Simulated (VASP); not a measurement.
Level of theory: LDA (Ceperley-Alder, Perdew-Zunger), VASP's LDA PAW potentials (set 64) (plane waves; VASP).

A VASP calculation is set up with these files.

**INCAR**
```
SYSTEM = HfN
PREC = Accurate; ENCUT = 400; LREAL = F
LASPH = T
EDIFF = 1E-6; NELM = 100; ALGO = Normal
LMAXMIX = 6
ISMEAR = -1; SIGMA = 0.1
ISIF = 2
LWAVE = F; LCHARG = F
```

POSCAR:
```
HfN
1.0
  0.0000000000   2.2676840000   2.2676840000
  2.2676840000   0.0000000000   2.2676840000
  2.2676840000   2.2676840000   0.0000000000
Hf N
1 1
Cart
  0.0000000000   0.0000000000   0.0000000000
  2.2676840000   2.2676840000   2.2676840000
```

File KPOINTS:
```
Automatic mesh
0
Gamma
16 16 16
0 0 0
```

POTCAR, in this order: Hf_pv N (LDA.64 set). Program: vasp_std.

At this cut-off the stress carries a Pulay error, which pulls relaxed volumes low. Unless said otherwise, spin-orbit coupling is left out, though it shifts the bands of the heavy elements here.

Question: Predict the energy per atom (σ→0), pressure, band gap (on the k-mesh).

Answer: 
| Property | Value |
|---|---|
| energy per atom (σ→0) | -11.911 eV/atom |
| band gap (on the k-mesh) | none (metal, semimetal or under 0.01 eV) |
| pressure | -16.58 GPa |

OSZICAR:
```
...
DAV:   6    -0.239749495716E+02    0.28118E+01   -0.15796E+01  3611   0.275E+01    0.421E+01
DAV:   7    -0.238668427946E+02    0.10811E+00   -0.73176E-01  3661   0.716E+00    0.263E+01
DAV:   8    -0.238410580896E+02    0.25785E-01   -0.13653E-01  3664   0.344E+00    0.490E+00
DAV:   9    -0.238326972813E+02    0.83608E-02   -0.50381E-02  3655   0.158E+00    0.148E+00
DAV:  10    -0.238321598752E+02    0.53741E-03   -0.31839E-03  3768   0.468E-01    0.895E-02
DAV:  11    -0.238321661934E+02   -0.63182E-05   -0.76722E-05  3775   0.919E-02    0.328E-02
DAV:  12    -0.238321653560E+02    0.83740E-06   -0.77197E-06  3741   0.254E-02
   1 F= -.23832165E+02 E0= -.23822473E+02  d E =-.193847E-01
```

The structure is a typed HfN crystal. The cell was not relaxed at this level. The electron count is odd and the run is not spin-polarised, which forces a metal.
